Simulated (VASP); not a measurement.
An input for Ansatz (written as the equivalent of a VASP run, and not itself run):

Ansatz 0.2 input:
```yaml
crystal:
  lattice:
    - [3.3132730, 0.0000000, 0.0000000]
    - [-1.6566370, 2.8693790, 0.0000000]
    - [0.0000000, 0.0000000, 3.2335900]
  atoms:
    - { symbol: Nb, position: [0.0000000, 0.0000000, 0.0000000] }
    - { symbol: P, position: [0.6666670, 0.3333330, 0.5000000] }
kpoints:
  mp_grid: { grid: [4, 4, 4], shift: [0.5, 0.5, 0.5] }
hamiltonian:
  xc: pbe
  pseudopotentials: { kind: paw }
scf:
  occupations: { method: gaussian, width: 0.05 }
  max_iter: 100
output: { forces: true, stress: true, eigenvalues: true }
```

Problem. Translate this input to VASP (INCAR, KPOINTS, POSCAR, choice of POTCAR).

Solution. Several could match; the one computed here: 
**KPOINTS**
```
Automatic mesh
0
Monkhorst-Pack
4 4 4
0 0 0
```

### INCAR
```
ALGO = Normal   ! blocked Davidson
PREC = Accurate
LREAL = .FALSE.
SIGMA = 0.05   ! width (eV)
EDIFF = 1E-6   ! SCF stop (eV)
GGA = PE
ISMEAR = 0
SYSTEM = NbP
LCHARG = .FALSE.
ENCUT = 400
LASPH = .TRUE.
ISIF = 2   ! forces and stress, cell fixed
NELM = 100   ! most electronic steps
LMAXMIX = 4
LWAVE = .FALSE.
```

### POSCAR
```
NbP
1
    3.3132730000     0.0000000000     0.0000000000
   -1.6566370000     2.8693790000     0.0000000000
    0.0000000000     0.0000000000     3.2335900000
Nb P
1 1
Direct
  0.0000000000   0.0000000000   0.0000000000
  0.6666670000   0.3333330000   0.5000000000
```

POTCAR, in this order: Nb_sv P (PBE.64 set). Program: vasp_std.

What does not carry over: each code has its own PAW files, so the cut-off isn't converted (ENCUT is set for VASP's; basis.ecutwfc is left out, and Ansatz then takes the one that its files recommend); Ansatz stops its SCF on the density residual and VASP on the energy change (EDIFF); an even Monkhorst-Pack mesh in KPOINTS is shifted by half a step.

The structure was generated: NbP was put into the WC type (P-6m2), which need not be its known phase. The cell was not relaxed at this level. The k-mesh is coarse (spacing up to 0.55 per Å, 2π included), so the numbers may not be converged in it. The run is one of a series of settings (KPOINTS 4×4×4 Monkhorst-Pack mesh against the base run), some of them coarse on purpose.
